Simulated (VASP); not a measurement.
# Zn (Zinc): cell size against the level of theory

How close do the usual functionals, with and without dispersion, come to the cell of Zn (Zinc)? The levels: LDA, PBEsol, PBE, r2SCAN, PBE + D3(BJ), r2SCAN + rVV10, PBE + D4 and SCAN. LASPH is on for some levels and off for others; the table marks which. The start is a cell from a database of measured crystal structures.

Calculated with VASP 6.6.1; LDA; plane waves and PAW (Zn), in the first sound run; inputs show where later runs differ.

The database entry behind the starting cell differs from later determinations by our own check (about 0.3 % long), so it need not match the best structure at ambient conditions.

### Step 1. Starting point

Before any relaxation, the start is as follows. It takes space group P6_3/mmc (No. 194, hexagonal). Conventional cell: a = 2.670 Å, b = 2.670 Å, c = 4.966 Å, α = 90.00°, β = 90.00°, γ = 120.00°. Zn has 12 Zn at 2.67 to 2.92 Å nearest.

### Step 2. Relaxation with LDA

Properties are meant for the cell that this level of theory prefers, so cell and atoms are relaxed first (ISIF = 3) until forces and stress are small; EDIFFG sets the threshold. LDA, the lowest rung, knows the local density alone.

Contents of INCAR:

```
SYSTEM = Zn
PREC = Accurate
ENCUT = 520
EDIFF = 1E-06
NELM = 100
ISMEAR = -1
SIGMA = 0.05
LREAL = .FALSE.
ALGO = Normal
GGA = CA
NBANDS = 18
LORBIT = 11
LWAVE = .FALSE.
LCHARG = .FALSE.
KPAR = 2
IBRION = 2
NSW = 60
ISIF = 3
EDIFFG = -0.01
```

Contents of POSCAR:

```
Zn
1.0
    2.6700000000      0.0000000000      0.0000000000
   -1.3350000000      2.3122878281      0.0000000000
    0.0000000000      0.0000000000      4.9660000000
Zn
2
Direct
    0.3333333333      0.6666666667      0.2500000000
    0.6666666667      0.3333333333      0.7500000000
```

Contents of KPOINTS:

```
Automatic mesh
0
Gamma
10 10 5
0 0 0
```

The projector-augmented-wave data sets are Zn (PBE family, release 64).

The run is started by

```
mpirun -np 2 vasp_std
```

What it wrote:

```text
[banner, memory and clock lines left out]
running    2 mpi-ranks, on    1 nodes
 distrk:  each k-point on    1 cores,    2 groups
 distr:  one band on    1 cores,    1 groups

 POSCAR found type information on POSCAR Zn
 POSCAR found :  1 types and       2 ions
|                                                                             |
|               ----> ADVICE to this user running VASP <----                  |
|                                                                             |
|     You enforced a specific xc type in the INCAR file but a different       |
|     [... a line on the potential file left out ...]
|     I HOPE YOU KNOW WHAT YOU ARE DOING!                                     |
|                                                                             |

 LDA part: xc-table for (Slater(with rela. corr.)+CA(PZ))
 , standard interpolation
 POSCAR, INCAR and KPOINTS ok, starting setup
 FFT: planning ... GRIDC
 FFT: planning ... GRID_SOFT
 FFT: planning ... GRID
 WAVECAR not read
 entering main loop
       N       E                     dE             d eps       ncg     rms          rms(c)
DAV:   1     0.107744385957E+03    0.10774E+03   -0.12556E+04  1568   0.212E+03
DAV:   2     0.357558078586E+00   -0.10739E+03   -0.10451E+03  1512   0.297E+02
DAV:   3    -0.403869309257E+01   -0.43963E+01   -0.43815E+01  1736   0.694E+01
DAV:   4    -0.406227863906E+01   -0.23586E-01   -0.23580E-01  1676   0.518E+00
DAV:   5    -0.406231027730E+01   -0.31638E-04   -0.31638E-04  1676   0.173E-01    0.415E+00
DAV:   6    -0.372636782653E+01    0.33594E+00   -0.15314E+00  1640   0.262E+01    0.284E+00
DAV:   7    -0.370983779639E+01    0.16530E-01   -0.56092E-02  1924   0.415E+00    0.149E+00
DAV:   8    -0.370174772371E+01    0.80901E-02   -0.36071E-03  1980   0.771E-01    0.651E-02
DAV:   9    -0.370168413895E+01    0.63585E-04   -0.28374E-04  1940   0.236E-01    0.329E-02
DAV:  10    -0.370168943653E+01   -0.52976E-05   -0.27745E-05  1586   0.446E-02    0.438E-03
DAV:  11    -0.370168910438E+01    0.33215E-06   -0.21767E-06  1216   0.252E-02
   1 F= -.37016891E+01 E0= -.37005401E+01  d E =-.370169E+01
 curvature:   0.00 expect dE= 0.000E+00 dE for cont linesearch  0.000E+00
 trial: gam= 0.00000 g(F)=  0.122E-44 g(S)=  0.211E+00 ort = 0.000E+00 (trialstep = 0.100E+01)
 search vector abs. value=  0.211E+00
 bond charge predicted
       N       E                     dE             d eps       ncg     rms          rms(c)
DAV:   1    -0.101635113186E+02   -0.64618E+01   -0.52699E+01  1624   0.126E+02    0.191E+01
DAV:   2    -0.476122516691E+01    0.54023E+01   -0.27628E+01  1592   0.125E+02    0.540E+00
DAV:   3    -0.401960644871E+01    0.74162E+00   -0.23389E+00  1702   0.288E+01    0.298E+00
DAV:   4    -0.382243148277E+01    0.19717E+00   -0.96979E-02  1588   0.392E+00    0.124E+00
DAV:   5    -0.379754745021E+01    0.24884E-01   -0.16874E-02  2134   0.318E+00    0.156E-01
DAV:   6    -0.379789879094E+01   -0.35134E-03   -0.27132E-03  1720   0.560E-01    0.498E-02
DAV:   7    -0.379785485079E+01    0.43940E-04   -0.42684E-04  1582   0.385E-01    0.153E-02
DAV:   8    -0.379785579501E+01   -0.94422E-06   -0.41495E-06  1568   0.232E-02
   2 F= -.37978558E+01 E0= -.37965620E+01  d E =-.961667E-01
[...]
3 F= -.38006291E+01 E0= -.37993420E+01  d E =-.989400E-01
[...]
4 F= -.38007320E+01 E0= -.37994464E+01  d E =-.990429E-01
[...]
5 F= -.38022212E+01 E0= -.38009507E+01  d E =-.148921E-02
[...]
6 F= -.38025595E+01 E0= -.38012783E+01  d E =-.182745E-02
[...]
7 F= -.38026163E+01 E0= -.38013261E+01  d E =-.188429E-02
 curvature:  -0.86 expect dE=-0.229E-04 dE for cont linesearch -0.690E-05
 ZBRENT: bracketing found
 ZBRENT: interpolating
 opt :   1.6827  next Energy=    -3.802620 (dE=-0.189E-02)
 bond charge predicted
       N       E                     dE             d eps       ncg     rms          rms(c)
DAV:   1    -0.380260521307E+01    0.10930E-04   -0.71349E-04  1746   0.303E-01    0.424E-02
DAV:   2    -0.380257366504E+01    0.31548E-04   -0.66809E-05  1900   0.168E-01    0.216E-02
DAV:   3    -0.380256358367E+01    0.10081E-04   -0.53145E-06  1608   0.397E-02    0.939E-03
DAV:   4    -0.380256160090E+01    0.19828E-05   -0.26971E-06  1356   0.230E-02    0.154E-03
DAV:   5    -0.380256166710E+01   -0.66207E-07   -0.92802E-07   776   0.127E-02
   8 F= -.38025617E+01 E0= -.38012763E+01  d E =-.182967E-02
 curvature:  -0.43 expect dE=-0.436E-05 dE for cont linesearch -0.591E-06
 trial: gam=-0.01362 g(F)=  0.152E-45 g(S)=  0.102E-04 ort = 0.538E-04 (trialstep = 0.111E+01)
 search vector abs. value=  0.909E-05
 reached required accuracy - stopping structural energy minimisation
```

Elapsed: 54 s, on 2 MPI ranks of AMD EPYC 7R43, shared host; peak memory 0.23 GiB; 1.8 min of CPU time.

Lines that name or quote the potential files are left out of all logs, and their timing lines are given in words.

Parts of OUTCAR (step 2):

```text
ion  position               nearest neighbor table
   1  0.333  0.667  0.250-   2 2.92   2 2.92   2 2.92   2 2.92   2 2.92   2 2.92
   2  0.667  0.333  0.750-   1 2.92   1 2.92   1 2.92   1 2.92   1 2.92   1 2.92

  LATTYP: Found a hexagonal cell.
 ALAT       =     2.6700000000
 C/A-ratio  =     1.8599250936

 Subroutine GETGRP returns: Found 24 space group operations
 (whereof 12 operations were pure point group operations)

The static configuration has the point symmetry D_3d.
 The point group associated with its full space group is D_6h.

 Found     42 irreducible k-points:

   k-points           NKPTS =     42   k-points in BZ     NKDIM =     42   number of bands    NBANDS=     18

   dimension x,y,z NGX =    20 NGY =   20 NGZ =   40
   dimension x,y,z NGXF=    40 NGYF=   40 NGZF=   80

   ENCUT  =  520.0 eV  38.22 Ry    6.18 a.u.   4.96  4.96  9.23*2*pi/ulx,y,z

   NELECT =      24.0000    total number of electrons

 k-points in reciprocal lattice and weights: Automatic mesh
   0.00000000  0.00000000  0.00000000       0.002
   0.10000000  0.00000000  0.00000000       0.012
   0.20000000  0.00000000  0.00000000       0.012
   0.30000000  0.00000000  0.00000000       0.012
   0.40000000  0.00000000  0.00000000       0.012
   0.50000000  0.00000000  0.00000000       0.006
   0.10000000  0.10000000  0.00000000       0.012
   0.20000000  0.10000000  0.00000000       0.024
   0.30000000  0.10000000  0.00000000       0.024
[...]
0.40000000  0.20000000  0.40000000       0.024
   0.30000000  0.30000000  0.40000000       0.024

 average (electrostatic) potential at core
       1 -36.0719       2 -36.0719

 E-fermi :   3.3507

 k-point     1 :       0.0000    0.0000    0.0000
  band No.  band energies     occupation
    ...
      9      -4.0511      2.00000
     10      -3.7992      2.00000
     11      -3.7992      2.00000
     12      -0.6584      2.00000
     13       0.4814      2.00000
     14      17.9354      0.00000
     15      21.8489      0.00000
     16      22.2804      0.00000
     17      22.2804      0.00000
     18      23.8286      0.00000

 k-point     2 :       0.1000    0.0000    0.0000
  band No.  band energies     occupation
    ...
      9      -4.0837      2.00000
     10      -3.9950      2.00000
     11      -3.7957      2.00000
     12      -0.1192      2.00000
     13       0.6357      2.00000
     14      18.0920      0.00000
     15      18.2870      0.00000
     16      20.1122      0.00000
     17      21.5847      0.00000
     18      22.3535      0.00000

 k-point     3 :       0.2000    0.0000    0.0000
  band No.  band energies     occupation
    ...
      9      -4.1659      2.00000
     10      -4.1612      2.00000
     11      -3.7943      2.00000
     12       1.1702      2.00000
     13       1.2168      2.00000
     14      13.1309      0.00000
     15      17.7267      0.00000
     16      18.8593      0.00000
     17      19.0954      0.00000
     18      20.6123      0.00000

  Total       -0.0110696     -0.0110696     -0.0132856      0.0000000     -0.0000000      0.0000000
  in kB       -0.6475748     -0.6475748     -0.7772129      0.0000000     -0.0000000      0.0000000
  external PRESSURE =      -0.6907875 kB  Pullay stress =       0.0000000 kB

  energy-cutoff  :      520.00
  volume of cell :       27.39
      direct lattice vectors                 reciprocal lattice vectors
     2.570891671  0.000000000 -0.000000000     0.388970104  0.224571994  0.000000000
    -1.285445836  2.226457498 -0.000000000    -0.000000000  0.449143988  0.000000000
     0.000000000 -0.000000000  4.784697449    -0.000000000  0.000000000  0.208999631

 POSITION                                       TOTAL-FORCE (eV/Angst)
 -----------------------------------------------------------------------------------
     -0.00000      1.48430      1.19617         0.000000     -0.000000     -0.000000
      1.28545      0.74215      3.58852        -0.000000      0.000000      0.000000
 -----------------------------------------------------------------------------------
    total drift:                               -0.000000      0.000000      0.000000

  FREE ENERGIE OF THE ION-ELECTRON SYSTEM (eV)
  ---------------------------------------------------
  free  energy   TOTEN  =        -3.8025616671 eV

  energy  without entropy=       -3.7999908391  energy(sigma->0) =       -3.80127625

 reached required accuracy - stopping structural energy minimisation

 total charge
# of ion       s       p       d       tot
------------------------------------------
    1        0.623   0.530   9.735  10.887
    2        0.623   0.530   9.735  10.887
--------------------------------------------------
tot          1.245   1.059  19.470  21.775

[... 3 further parts left out ...]
```

CONTCAR:

```
Zn
   1.00000000000000
     2.5708916713587784    0.0000000000000000   -0.0000000000000000
    -1.2854458356793892    2.2264574977705847   -0.0000000000000000
     0.0000000000000000   -0.0000000000000000    4.7846974488062077
  Zn
     2
Direct
     0.3333333332999970    0.6666666667000030    0.2500000000000000
     0.6666666667000030    0.3333333332999970    0.7500000000000000
```

The k-mesh is coarse for a metal. The PAW data sets were made with PBE, though LDA sets exist; this is a small mismatch. After so large a change of volume the plane waves of the start cell no longer fit, so the final stress carries a basis-set error. The run keeps the 24 symmetry operations of its start, so it cannot find a distortion of lower symmetry.

The steps of the relaxation:

```tsv
step	energy less that of the first step (eV)	largest force (eV/Å)	pressure (GPa)	volume (Å³)
1	0.0000	0.0000	-8.76	30.66
2	-0.0962	0.0000	1.13	27.09
3	-0.0989	0.0000	0.09	27.46
4	-0.0990	0.0000	-0.18	27.55
5	-0.1005	0.0000	-0.10	27.46
6	-0.1009	0.0000	-0.08	27.39
7	-0.1009	0.0000	0.11	27.38
8	-0.1009	0.0000	-0.07	27.39
```

```tsv
conventional cell, symmetrised	before	after	change
a (Å)	2.670	2.571	-3.7 %
b (Å)	2.670	2.571	-3.7 %
c (Å)	4.966	4.785	-3.7 %
volume (Å³/atom)	15.33	13.69	-10.7 %
```

The relaxed structure:

```
Zn
1.0
     2.57089    0.00000    0.00000
    -1.28545    2.22646    0.00000
     0.00000    0.00000    4.78470
Zn
2
Direct
  0.33333 0.66667 0.25000
  0.66667 0.33333 0.75000
```

This step gave:

| Property | Result |
| --- | --- |
| electrons | 24 |
| bands | 18 |
| irreducible k-points | 42 |
| symmetry operations | 24 |
| free energy (TOTEN) | -3.803 eV |
| energy at zero smearing | -3.801 eV |
| Fermi energy | 3.351 eV |
| pressure | -0.06908 GPa |
| metallic, judged on the points sampled | yes |
| SCF cycles over all ionic steps | 53 |

It ends with forces that vanish by symmetry and a pressure of -0.07 GPa. The volume lies -10.7 % from that of the database's start, part of which can be the thermal and zero-point expansion of its experiment. LDA is known to overbind. The conventional cell has a = 2.571 and c = 4.785 Å.

[end of part 1 of 3]

[Lines on the potential files, build, host, timing and source positions are cut from VASP's logs without a mark.]

[Logs are printed without paths, hosts, clocks, repeated set-up lines and the standing remarks that a program may print on its own settings, such as how far it seeks lower states.]

[Hosts, paths, dates, database ids (printed as entryN), source tags and the programs' standing remarks are cut or masked in the printed files.]

[A measured line is paired with the nearest computed mode of its activity, which favours agreement.]

[In band tables of VASP the shares of atoms and orbitals are scaled to a sum of 1 inside the atoms' spheres.]
